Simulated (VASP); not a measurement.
These are PBE GGA with D3 dispersion (Becke-Johnson damping), VASP's PBE PAW potentials (set 64) (plane waves; VASP) values and carry that method's errors.

A VASP calculation is set up with these files.

**POSCAR**
```
ZrC
1.0
  0.0000000000   2.3500000000   2.3500000000
  2.3500000000   0.0000000000   2.3500000000
  2.3500000000   2.3500000000   0.0000000000
Zr C
1 1
Direct
  0.0000000000   0.0000000000   0.0000000000
  0.5000000000   0.5000000000   0.5000000000
```

File KPOINTS:
```
Automatic mesh
0
Gamma
12 12 12
0 0 0
```

### INCAR
```
SYSTEM = ZrC
PREC = Accurate
ENCUT = 520
EDIFF = 1E-6
NELM = 100
ALGO = Normal
LREAL = .FALSE.
LASPH = .TRUE.
ISMEAR = 1
SIGMA = 0.1
GGA = PE
IVDW = 12
LMAXMIX = 4
LWAVE = .FALSE.
LCHARG = .FALSE.
IBRION = 2
ISIF = 3
NSW = 60
EDIFFG = -0.01
```

POTCAR, in this order: Zr_sv C (PBE.64 set). Program: vasp_std.

Task: Estimate the energy per atom (σ→0), dispersion energy, volume per atom, band gap (on the k-mesh).

Result: 
```yaml
energy per atom (σ→0): -10.132 eV/atom
dispersion_energy: -0.813 eV
band gap (on the k-mesh): none (metal, semimetal or under 0.01 eV)
volume_per_atom: 12.77 Å^3/atom
```

File OSZICAR:
```
...
DAV:   2    -0.194602396705E+02    0.53407E-01   -0.15879E-01  1772   0.494E+00    0.103E+00
DAV:   3    -0.194483693393E+02    0.11870E-01   -0.54611E-02  2348   0.201E+00    0.314E-01
DAV:   4    -0.194496926486E+02   -0.13233E-02   -0.23393E-03  2528   0.405E-01    0.256E-01
DAV:   5    -0.194508491143E+02   -0.11565E-02   -0.13816E-03  2808   0.220E-01    0.355E-02
DAV:   6    -0.194509351640E+02   -0.86050E-04   -0.21813E-04  2664   0.117E-01    0.280E-02
DAV:   7    -0.194509375612E+02   -0.23972E-05   -0.11647E-05  2136   0.444E-02    0.543E-03
DAV:   8    -0.194509374047E+02    0.15658E-06   -0.44071E-07  1060   0.604E-03
   3 F= -.20263928E+02 E0= -.20263793E+02  d E =-.466848E-02
```

The compound is ZrC in the rock salt structure. This run relaxes it. Symmetry was kept, so distortions that lower it aren't found.
